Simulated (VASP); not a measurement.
# CdS (P6_3mc) in VASP: notebook, part 2 of 2

VASP 6.6.1.

**4. Single point, PBE**

INCAR reads:

```
SYSTEM = CdS
PREC = Accurate ; ENCUT = 520
EDIFF = 1E-6 ; ISMEAR = 0
SIGMA = 0.05 ; LREAL = .False.
LASPH = .True. ; NELM = 100
ALGO = Fast ; ISIF = 2
LWAVE = .False. ; LCHARG = .False.
GGA = PE ; NBANDS = 26
```

KPOINTS reads:

```
regular mesh
0
Gamma
  9 9 6
  0 0 0
```

POSCAR reads:

```
CdS
1.0
    4.2513332376      0.0000000000      0.0000000000
   -2.1256666188      3.6817625837      0.0000000000
    0.0000000000      0.0000000000      6.3840749890
Cd S
2 2
Direct
    0.3333333333      0.6666666667      0.0000000000
    0.6666666667      0.3333333333      0.5000000000
    0.3333333333      0.6666666667      0.3850000000
    0.6666666667      0.3333333333      0.8850000000
```

Potentials or basis: VASP PAW PBE potentials, release 64 (Cd, S).

The run is started by

```console
> cat potpaw_PBE.64/Cd/POTCAR potpaw_PBE.64/S/POTCAR > POTCAR
> mpirun -np 1 vasp_std > vasp.out
```

OUTCAR:

```text
SYSTEM = CdS
   PREC = Accurate
   ENCUT = 520
   EDIFF = 1E-6
   ISMEAR = 0
   LREAL = .False.
   LASPH = .True.
   NELM = 100
   ISIF = 2
   GGA = PE

 ion  position               nearest neighbor table
   1  0.333  0.667  0.000-   3 2.46   4 2.56   4 2.56   4 2.56
   2  0.667  0.333  0.500-   4 2.46   3 2.56   3 2.56   3 2.56
   3  0.333  0.667  0.385-   1 2.46   2 2.56   2 2.56   2 2.56
   4  0.667  0.333  0.885-   2 2.46   1 2.56   1 2.56   1 2.56

  LATTYP: Found a hexagonal cell.
 ALAT       =     4.2513332376
 C/A-ratio  =     1.5016642150

[... 891 lines left out ...]

 [... further k-points ...]
[... 5 lines left out ...]
  --------------------------------------------------------------------------------------
  -------------------------------------------------------------------------------------
  Total        0.4396377      0.4396377      4.6941216      0.0000000      0.0000000      0.0000000
  in kB        7.0489850      7.0489850     75.2637768      0.0000000      0.0000000      0.0000000
  external PRESSURE =      29.7872489 kB  Pullay stress =       0.0000000 kB

 VOLUME and BASIS-vectors are now :
 -----------------------------------------------------------------------------
  energy-cutoff  :      520.00
  volume of cell :       99.93
      direct lattice vectors                 reciprocal lattice vectors
     4.251333238  0.000000000  0.000000000     0.235220328  0.135804520  0.000000000
    -2.125666619  3.681762584  0.000000000     0.000000000  0.271609040  0.000000000
     0.000000000  0.000000000  6.384074989     0.000000000  0.000000000  0.156639764

 POSITION                                       TOTAL-FORCE (eV/Angst)
 -----------------------------------------------------------------------------------
     -0.00000      2.45451      0.00000        -0.000000      0.000000     -0.447551
      2.12567      1.22725      3.19204         0.000000     -0.000000     -0.447551
     -0.00000      2.45451      2.45787         0.000000     -0.000000      0.447551
      2.12567      1.22725      5.64991         0.000000     -0.000000      0.447551
 -----------------------------------------------------------------------------------
    total drift:                               -0.000000     -0.000000     -0.000966

  FREE ENERGIE OF THE ION-ELECTRON SYSTEM (eV)
  ---------------------------------------------------
  free  energy   TOTEN  =       -12.1703761581 eV

  energy  without entropy=      -12.1703761581  energy(sigma->0) =      -12.17037616
```

OSZICAR:

```text
N       E                     dE             d eps       ncg     rms          rms(c)
DAV:   1     0.248060844199E+03    0.24806E+03   -0.17490E+04  2504   0.127E+03
DAV:   2     0.273140521124E+00   -0.24779E+03   -0.23955E+03  2748   0.320E+02
DAV:   3    -0.131355233460E+02   -0.13409E+02   -0.13325E+02  2924   0.742E+01
DAV:   4    -0.132738566616E+02   -0.13833E+00   -0.13822E+00  2876   0.730E+00
DAV:   5    -0.132760238349E+02   -0.21672E-02   -0.21671E-02  2968   0.910E-01    0.114E+01
RMM:   6    -0.122105948641E+02    0.10654E+01   -0.19046E+00  2501   0.681E+00    0.939E+00
RMM:   7    -0.121748808595E+02    0.35714E-01   -0.55308E-01  2520   0.330E+00    0.351E+00
RMM:   8    -0.121689444826E+02    0.59364E-02   -0.35789E-02  2620   0.111E+00    0.123E+00
RMM:   9    -0.121701829606E+02   -0.12385E-02   -0.75509E-03  2783   0.568E-01    0.303E-01
RMM:  10    -0.121702081096E+02   -0.25149E-04   -0.18119E-03  2863   0.280E-01    0.153E-01
RMM:  11    -0.121703826895E+02   -0.17458E-03   -0.60903E-04  2771   0.181E-01    0.977E-02
RMM:  12    -0.121703714143E+02    0.11275E-04   -0.12277E-04  2935   0.710E-02    0.140E-02
RMM:  13    -0.121703747260E+02   -0.33117E-05   -0.25604E-05  2898   0.339E-02    0.167E-02
RMM:  14    -0.121703766609E+02   -0.19350E-05   -0.11227E-05  2788   0.216E-02    0.161E-02
RMM:  15    -0.121703761581E+02    0.50285E-06   -0.42254E-06  2491   0.159E-02
   1 F= -.12170376E+02 E0= -.12170376E+02  d E =-.609326E-16
```

Run time: 1.7 min. Hardware: 1 thread of Intel Xeon Platinum 8259CL at 2.50GHz (Skylake/Cascade Lake), shared host; peak memory 0.27 GiB.

Results:

* Free energy: -12.1704 eV
* Pressure: 3.0 GPa
* Largest force: 0.448 eV/Å
* Band gap on the k mesh: 1.18 eV, direct

Forces in eV/Å, atoms in the order of the input:
```
Cd   0.000  0.000 -0.448
Cd   0.000  0.000 -0.448
S    0.000  0.000  0.448
S    0.000  0.000  0.448
```

**5. Single point, PBE**

INCAR reads:

```
SYSTEM = CdS
  PREC = Accurate
  ENCUT = 520
  EDIFF = 1E-7
  ISMEAR = 0
  SIGMA = 0.05
  LREAL = .FALSE.
  LASPH = .TRUE.
  NELM = 100
  ALGO = Fast
  ISIF = 2
  LWAVE = .FALSE.
  LCHARG = .TRUE.
  GGA = PE
  LELF = .TRUE.
  LVHAR = .TRUE.
  NBANDS = 26
```

KPOINTS reads:

```
regular mesh
0
G
  9 9 6
  0 0 0
```

POSCAR reads:

```
CdS
1.0
    3.8909950226      0.0000000000      0.0000000000
   -1.9454975113      3.3697005356      0.0000000000
    0.0000000000      0.0000000000      7.6212625907
Cd S
2 2
Direct
    0.3333333333      0.6666666667      0.0000000000
    0.6666666667      0.3333333333      0.5000000000
    0.3333333333      0.6666666667      0.3850000000
    0.6666666667      0.3333333333      0.8850000000
```

The run is started by

```console
> cat potpaw_PBE.64/Cd/POTCAR potpaw_PBE.64/S/POTCAR > POTCAR
> mpirun -np 1 vasp_std > vasp.out
```

Run time: 2.7 min. Hardware: 1 thread of Intel Xeon Platinum 8259CL at 2.50GHz (Skylake/Cascade Lake), shared host; peak memory 0.28 GiB.

It converged, with:

```yaml
Free_energy: -11.4965 eV
Pressure: 7.2 GPa
Largest_force: 0.984 eV/Å
Band_gap_on_the_k_mesh: 0.88 eV, direct
```

Forces on the atoms (eV/Å):
```
Cd   0.000  0.000  0.984
Cd   0.000  0.000  0.984
S    0.000  0.000 -0.984
S    0.000  0.000 -0.984
```

Stress tensor (GPa, compression positive):
```
12.61  0.00  0.00
 0.00 12.61  0.00
 0.00  0.00 -3.63
```

Levels at points of the mesh, in eV from the valence-band top:
| k point | band 14 | band 15 | band 16 | band 17 | band 18 | band 19 | band 20 | band 21 | band 22 | band 23 |
| --- | --- | --- | --- | --- | --- | --- | --- | --- | --- | --- |
| (0.00, 0.00, 0.00) | -0.95 | -0.36 | -0.36 | 0.00 | 0.00 | 0.88 | 3.35 | 5.41 | 6.23 | 7.05 |
| (0.00, 0.00, 0.50) | -2.99 | -0.18 | -0.18 | -0.18 | -0.18 | 2.75 | 2.75 | 5.34 | 5.34 | 7.31 |

Caveat: an odd mesh through Γ misses points on the zone boundary, where band edges often lie.

**6. Against experiment**

Step 2. A measured gap of CdS is 2.5809 eV (quoted in “Isotope dependence of band-gap energy”, 2008, arxiv:0807.2152); the calculated 1.26 eV misses it by -1.32 eV. So large a miss can be the level of theory's own, or it may mean another phase, state or a wrong row. Spin-orbit coupling on Cd is left out. The value is that of PBE, without temperature or zero-point motion. Semilocal functionals fall short of measured gaps as a rule.

Step 3. The gap isn't set beside the deposited one, since this odd mesh misses points on the zone boundary.

Step 4. Measured gap of CdS: 2.5809 eV (quoted in “Isotope dependence of band-gap energy”, 2008, arxiv:0807.2152). This calculation gives 1.18 eV (-1.40 eV). So large a miss can be the level of theory's own, or it may mean another phase, state or a wrong row. Spin-orbit coupling on Cd is left out. The value is that of PBE, without temperature or zero-point motion. Semilocal functionals fall short of measured gaps as a rule.

Step 5. The gap isn't set beside the deposited one, since this odd mesh misses points on the zone boundary.
